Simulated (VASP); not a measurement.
# Ge under a change of volume, part 2 of 2

Wanted: the response of Ge to a change of volume, as a table, with a fit that predicts a row left out.

VASP 6.6.1, plane waves and PAW; the level of theory is named at each step.

So far: The starting structure; Relax the crystal, PBEsol; Relax at fixed volume, PBEsol; Band edges, TB-mBJ with spin-orbit coupling; Band edges, r2SCAN with spin-orbit coupling.

## Step 5: Band edges, r2SCAN with spin-orbit coupling (continued)

Level of this step: r2SCAN, spin-orbit coupling; plane waves and PAW (Ge_d) (VASP).

From OUTCAR (step 5):

```text
  Total        0.3278892      0.3278892      0.3278892      0.0000000     -0.0000000      0.0000000
  in kB       11.7098801     11.7098801     11.7098801      0.0000000     -0.0000000      0.0000000
  external PRESSURE =      11.7098801 kB  Pullay stress =       0.0000000 kB

 POSITION                                       TOTAL-FORCE (eV/Angst)
 -----------------------------------------------------------------------------------
      0.00000      0.00000      0.00000         0.000000      0.000000     -0.000000
      1.41012      1.41012      1.41012        -0.000000     -0.000000      0.000000
 -----------------------------------------------------------------------------------
    total drift:                                0.000000      0.000000      0.000000

  FREE ENERGIE OF THE ION-ELECTRON SYSTEM (eV)
  ---------------------------------------------------
  free  energy   TOTEN  =       -27.7370282969 eV

  energy  without entropy=      -27.7370282969  energy(sigma->0) =      -27.73702830

[... 2 parts as in an earlier step ...]

[... 1 further part left out ...]
[key lines of the parts left out:]
E-fermi :   5.1722
```

Read from the output:

| Item | Value |
| --- | --- |
| energy(sigma→0) of the program | -27.7370 eV |
| stress, compression positive | xx, yy, zz 1.17, 1.17, 1.17 GPa |

The run ends at a pressure of 1.17 GPa.

## Step 6: The whole series

The other members went through these steps as far as the tables show, with the same cutoff and, step by step, the same mesh; 24 runs are not shown. The session took 4.3 core hours (wall time by ranks) on a shared machine.

```csv
volume over the relaxed volume,volume (Å³/atom),pressure (GPa),energy above the unstrained row (meV/atom)
0.940,21.407,4.805,20.906
0.955,21.748,3.405,11.644
0.970,22.090,2.119,5.278
0.985,22.431,0.957,1.450
1,22.773,-0.037,0.000
1.015,23.114,-1.013,0.640
1.030,23.456,-1.935,3.268
1.045,23.798,-2.732,7.772
1.060,24.139,-3.480,13.916
```

A cubic of the pressure in ln(V/V₀) through all rows has the slope −B at V₀: B = 67 GPa, and its curvature gives B′ = 5.0.

Band edges at TB-mBJ with spin-orbit coupling, counted from the valence-band top at Γ, spin-orbit pairs averaged, with one row partly withheld:

```csv
volume over the relaxed volume,gap (eV),conduction band at Γ (eV),Δ or X valley along z (eV),"lowest conduction level at L, [111] (eV)",second valence level below the top (eV),third valence level below the top (eV)
0.940,0.793,1.201,0.833,0.793,0.000,0.284
0.955,0.745,1.050,0.860,0.745,0.000,0.282
0.970,0.699,0.904,0.887,0.699,0.000,0.279
0.985,0.655,0.761,0.913,0.655,0.000,0.277
1,?,?,0.940,0.613,0.000,0.274
1.015,0.487,0.487,0.966,0.572,0.000,0.272
1.030,0.354,0.354,0.988,0.532,0.000,0.269
1.045,0.224,0.224,1.012,0.493,0.000,0.267
1.060,0.098,0.098,1.033,0.456,0.000,0.265
```

Band edges at r2SCAN with spin-orbit coupling, counted from the valence-band top at Γ, spin-orbit pairs averaged:

```csv
volume over the relaxed volume,gap (eV),conduction band at Γ (eV),Δ or X valley along z (eV),"lowest conduction level at L, [111] (eV)",second valence level below the top (eV),third valence level below the top (eV)
0.940,0.536,0.856,0.591,0.536,0.000,0.298
0.955,0.481,0.699,0.615,0.481,0.000,0.296
0.970,0.428,0.546,0.638,0.428,0.000,0.293
0.985,0.377,0.397,0.659,0.377,0.000,0.290
1,0.252,0.252,0.680,0.327,0.000,0.288
1.015,0.111,0.111,0.699,0.279,0.000,0.286
```

Conduction masses, in electron masses (the axis is [001]):

| volume over the relaxed volume | Δz mass, longitudinal | Δz mass, transverse, at 0.85 of Γ–X | L [111] mass, longitudinal | L [111] mass, transverse along [1-10] |
| --- | --- | --- | --- | --- |
| 0.940 | 0.924 | 0.185 | 1.710 | 0.085 |
| 0.955 | 0.925 | 0.187 | 1.701 | 0.083 |
| 0.970 | 0.924 | 0.188 | 1.706 | 0.082 |
| 0.985 | 0.924 | 0.188 | 1.672 | 0.080 |
| 1 | 0.924 | 0.189 | 1.685 | 0.079 |
| 1.015 | 0.925 | 0.190 | 1.662 | 0.077 |

## Step 7: A fit to the known rows

The quantity to fit is the conduction level at Γ above the mean of the three top valence levels at TB-mBJ with spin-orbit coupling: 1.296, 1.144, 0.997, 0.854, 0.577, 0.444, 0.313, 0.186 eV in the rows shown.

A least-squares parabola through the 8 rows shown, with u the logarithm of the volume ratio: E = 2.888 u² − 9.223 u + 0.7135 (eV), r.m.s. residual 2.6e-4 eV.

For the withheld row, u = 0, the fit gives 0.7135 eV.

## Step 8: Checking the prediction

The calculation gives 0.7141 eV, so the prediction is 0.0006 eV too low, more than twice the residual of the fit.

## Step 9: Results

```
bulk modulus                                                                                                           : 67 GPa
gap of the unstrained cell, r2SCAN with spin-orbit coupling                                                            : 0.25 eV
dE/d ln V of the conduction level at Γ above the mean of the three top valence levels, TB-mBJ with spin-orbit coupling : -9.22 eV
error of the predicted row                                                                                             : -0.6 meV
```

The slope of the energy gives 0.17 GPa at the relaxed volume where the pressure column has -0.04 GPa, a mark of the finite basis. At TB-mBJ with spin-orbit coupling the lowest conduction valley is in turn L, Γ from the first row to the last, and the gap runs between 0.10 and 0.79 eV. At zero strain Γ and L lie only 10 meV apart here, so their order is sensitive to the level and the lattice constant. At r2SCAN with spin-orbit coupling the lowest conduction valley is in turn L, Γ from the first row to the last, and the gap runs between 0.11 and 0.54 eV. At zero strain this level puts Γ lowest, whereas real Ge has its minimum at L, so crossings are misplaced. At zero strain Γ and L lie only 75 meV apart here, so their order is sensitive to the level and the lattice constant. At r2SCAN with spin-orbit coupling the gap falls under 0.05 eV in some or all rows, where bands may have changed order, so 3 rows at and beyond those points are left out of its table. The gap at PBEsol is under 0.05 eV in some or all rows and is left out; the elastic columns come from such cells and can be uneven. Hole masses are left out throughout, since the top bands are degenerate or cross in many series; of conduction masses, those of the Γ, L and (for Si and Ge under (001) strain) Δ valleys are kept where they change by under an eighth between rows. A measured gap of unstrained Ge is 0.74 eV (arxiv:cond-mat/0503738, indirect gap, 4.2 K); the static gaps here belong to the lattice relaxed at PBEsol. TB-mBJ is a potential fitted for gaps; it has no energy functional, so its total energies and forces mean nothing, and its bands tend to come out too narrow. r2SCAN opens gaps somewhat over GGA but leaves them below measured values as a rule. Δ or X levels are the lowest on their line, refined by a parabola unless they lie at X; the gap is read from all points sampled and can differ from the lowest valley by some meV, or by tens of meV where strain moves the valence top off Γ. Temperature, zero-point motion and excitons are left out.

[Lines on the potential files, build, host, timing and source positions are cut from VASP's logs without a mark.]

[Logs are printed without paths, hosts, clocks, repeated set-up lines and the standing remarks that a program may print on its own settings, such as how far it seeks lower states.]

[Hosts, paths, dates, database ids (printed as entryN), source tags and the programs' standing remarks are cut or masked in the printed files.]

[In band tables of VASP the shares of atoms and orbitals are scaled to a sum of 1 inside the atoms' spheres.]
